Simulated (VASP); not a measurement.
VASP input:

### INCAR
```
! general
SYSTEM  = RuB
PREC    = Accurate
ENCUT   = 520
LREAL   = .FALSE.
LASPH   = .TRUE.

! electronic loop
EDIFF   = 1E-6
NELM    = 100
ALGO    = Normal
LMAXMIX = 4

! smearing
ISMEAR  = 1
SIGMA   = 0.1

! ions
IBRION  = 2
NSW     = 60
ISIF    = 3
EDIFFG  = -0.01

! output
LWAVE   = .FALSE.
LCHARG  = .FALSE.
```

KPOINTS:
```
Automatic mesh
0
Gamma
13 13 13
0 0 0
```

File POSCAR:
```
RuB
1
   -0.0000000000     2.1563350193     2.1563350193
    2.1563350193    -0.0000000000     2.1563350193
    2.1563350193     2.1563350193     0.0000000000
Ru B
1 1
Direct
  0.0000000000   0.0000000000   0.0000000000
  0.5000000000   0.5000000000   0.5000000000
```

POTCAR, in this order: Ru_pv B (LDA.64 set). Program: vasp_std.

Write an equivalent input for Ansatz.

One equivalent input (not run):
Ansatz 0.2 input:
```yaml
crystal:
  lattice:
    - [0.0000000, 2.1563350, 2.1563350]
    - [2.1563350, 0.0000000, 2.1563350]
    - [2.1563350, 2.1563350, 0.0000000]
  atoms:
    - { symbol: Ru, position: [0.0000000, 0.0000000, 0.0000000] }
    - { symbol: B, position: [0.5000000, 0.5000000, 0.5000000] }
kpoints:
  mp_grid: { grid: [13, 13, 13] }
hamiltonian:
  xc: lda
  pseudopotentials: { kind: paw }
scf:
  occupations: { method: methfessel_paxton, width: 0.1 }
  max_iter: 100
relax:
  max_steps: 60
  f_tol: 0.01
  cell: {}
output: { forces: true, stress: true, eigenvalues: true }
```
Limits of the translation: each code has its own PAW files, so the cut-off isn't converted (ENCUT is set for VASP's; basis.ecutwfc is left out, and Ansatz then takes the one that its files recommend); Ansatz stops its SCF on the density residual and VASP on the energy change (EDIFF); Ansatz's lda is the Perdew-Wang form, while the LDA potentials of VASP carry Perdew-Zunger's.

The structure was generated: RuB was put into the rock salt type (Fm-3m), which need not be its known phase. It was relaxed first, which changed the volume by -35 %. The start is the result of an earlier pass.
